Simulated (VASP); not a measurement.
Here is the system:

```yaml
crystal:
  lattice:
    - [0.00000, 3.36246, 3.36246]
    - [3.36246, 0.00000, 3.36246]
    - [3.36246, 3.36246, 0.00000]
  atoms:
    - { symbol: Sr, position: [0.00000, 0.00000, 0.00000] }
    - { symbol: Te, position: [0.50000, 0.50000, 0.50000] }
```

The numbers are results of PBE GGA, VASP's PBE PAW potentials (set 64) (plane waves; VASP 6.6.1), not measurements. Settings: 520 eV cut-off, 8×8×8 Γ-centred mesh, tetrahedra with Blöchl corrections, potentials Sr_sv Te.

Unless said otherwise, spin-orbit coupling is left out, though it shifts the bands of the heavy elements here.

**Question.** Tabulate the total density of states (states/eV per cell) against energy (eV; zero at the valence-band maximum or, without a gap, the Fermi level).

**Answer.** 
```json
[
 {"E (eV)": "-9.95", "DOS (states/eV)": "0.01"},
 {"E (eV)": "-9.51", "DOS (states/eV)": "3.22"},
 {"E (eV)": "-9.18", "DOS (states/eV)": "0.00"},
 {"E (eV)": "-8.74", "DOS (states/eV)": "0.00"},
 {"E (eV)": "-8.41", "DOS (states/eV)": "0.00"},
 {"E (eV)": "-7.97", "DOS (states/eV)": "0.00"},
 {"E (eV)": "-7.64", "DOS (states/eV)": "0.00"},
 {"E (eV)": "-7.20", "DOS (states/eV)": "0.00"},
 {"E (eV)": "-6.87", "DOS (states/eV)": "0.00"},
 {"E (eV)": "-6.43", "DOS (states/eV)": "0.00"},
 {"E (eV)": "-6.10", "DOS (states/eV)": "0.00"},
 {"E (eV)": "-5.66", "DOS (states/eV)": "0.00"},
 {"E (eV)": "-5.33", "DOS (states/eV)": "0.00"},
 {"E (eV)": "-4.89", "DOS (states/eV)": "0.00"},
 {"E (eV)": "-4.45", "DOS (states/eV)": "0.00"},
 {"E (eV)": "-4.12", "DOS (states/eV)": "0.00"},
 {"E (eV)": "-3.68", "DOS (states/eV)": "0.00"},
 {"E (eV)": "-3.35", "DOS (states/eV)": "0.00"},
 {"E (eV)": "-2.91", "DOS (states/eV)": "0.00"},
 {"E (eV)": "-2.58", "DOS (states/eV)": "0.51"},
 {"E (eV)": "-2.15", "DOS (states/eV)": "2.99"},
 {"E (eV)": "-1.82", "DOS (states/eV)": "1.64"},
 {"E (eV)": "-1.38", "DOS (states/eV)": "2.59"},
 {"E (eV)": "-1.05", "DOS (states/eV)": "8.28"},
 {"E (eV)": "-0.61", "DOS (states/eV)": "1.88"},
 {"E (eV)": "-0.28", "DOS (states/eV)": "0.56"},
 {"E (eV)": "0.16", "DOS (states/eV)": "0.00"},
 {"E (eV)": "0.60", "DOS (states/eV)": "0.00"},
 {"E (eV)": "0.93", "DOS (states/eV)": "0.00"},
 {"E (eV)": "1.37", "DOS (states/eV)": "0.00"},
 {"E (eV)": "1.70", "DOS (states/eV)": "0.00"},
 {"E (eV)": "2.14", "DOS (states/eV)": "0.29"},
 {"E (eV)": "2.47", "DOS (states/eV)": "0.54"},
 {"E (eV)": "2.91", "DOS (states/eV)": "0.98"},
 {"E (eV)": "3.24", "DOS (states/eV)": "1.54"},
 {"E (eV)": "3.68", "DOS (states/eV)": "2.14"},
 {"E (eV)": "4.01", "DOS (states/eV)": "1.31"},
 {"E (eV)": "4.45", "DOS (states/eV)": "3.32"},
 {"E (eV)": "4.78", "DOS (states/eV)": "3.84"},
 {"E (eV)": "5.22", "DOS (states/eV)": "3.30"}
]
```
Within 2 eV below the valence-band maximum the largest weight inside VASP's projection spheres is Te p.

The compound is SrTe in the rock salt structure. It was relaxed first.
